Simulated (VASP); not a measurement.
VASP ran on this input.

POSCAR:
```
Ba(MgP)2
1.0
  4.3524286781   0.0000000000   0.0000000000
 -2.1762143391   3.7693141941   0.0000000000
  0.0000000000   0.0000000000   7.5225733596
Ba Mg P
1 2 2
direct
  0.0000000000   0.0000000000   0.0000000000
  0.6666670000   0.3333330000   0.3766144679
  0.3333330000   0.6666670000   0.6233855321
  0.6666670000   0.3333330000   0.7253891351
  0.3333330000   0.6666670000   0.2746108649
```

**INCAR**
```
SYSTEM = Ba(MgP)2
PREC = Accurate; ENCUT = 400; LREAL = .FALSE.
LASPH = .TRUE.
EDIFF = 1E-6; NELM = 100; ALGO = Normal
LMAXMIX = 4; LMIXTAU = .TRUE.
ISMEAR = 0; SIGMA = 0.05
METAGGA = R2SCAN
IBRION = 2; NSW = 60; ISIF = 3
EDIFFG = -0.02
LWAVE = .FALSE.; LCHARG = .FALSE.
```

KPOINTS:
```
Regular mesh
0
Gamma
 5 5 3
0 0 0
```

POTCAR, in this order: Ba_sv Mg P (PBE.64 set). Program: vasp_std.

Q: Translate this r2SCAN calculation to Ansatz.

A: One equivalent input (not run):
Ansatz 0.2 input:
```yaml
crystal:
  lattice:
    - [4.3524287, 0.0000000, 0.0000000]
    - [-2.1762143, 3.7693142, 0.0000000]
    - [0.0000000, 0.0000000, 7.5225734]
  atoms:
    - { symbol: Ba, position: [0.0000000, 0.0000000, 0.0000000] }
    - { symbol: Mg, position: [0.6666670, 0.3333330, 0.3766145] }
    - { symbol: Mg, position: [0.3333330, 0.6666670, 0.6233855] }
    - { symbol: P, position: [0.6666670, 0.3333330, 0.7253891] }
    - { symbol: P, position: [0.3333330, 0.6666670, 0.2746109] }
kpoints:
  mp_grid: { grid: [5, 5, 3] }
hamiltonian:
  xc: r2scan
  pseudopotentials: { kind: paw }
scf:
  occupations: { method: gaussian, width: 0.05 }
  max_iter: 100
relax:
  max_steps: 60
  f_tol: 0.02
  cell: {}
output: { forces: true, stress: true, eigenvalues: true }
```
What does not carry over: each code has its own PAW files, so the cut-off isn't converted (ENCUT is set for VASP's; basis.ecutwfc is left out, and Ansatz then takes the one that its files recommend); Ansatz stops its SCF on the density residual and VASP on the energy change (EDIFF).

The structure comes from a computed database's BaMg2P2 entry (P-3m1); how it stands against other phases isn't given here. This run relaxes it. Symmetry was kept, so distortions that lower it aren't found. The start is the result of an earlier pass.
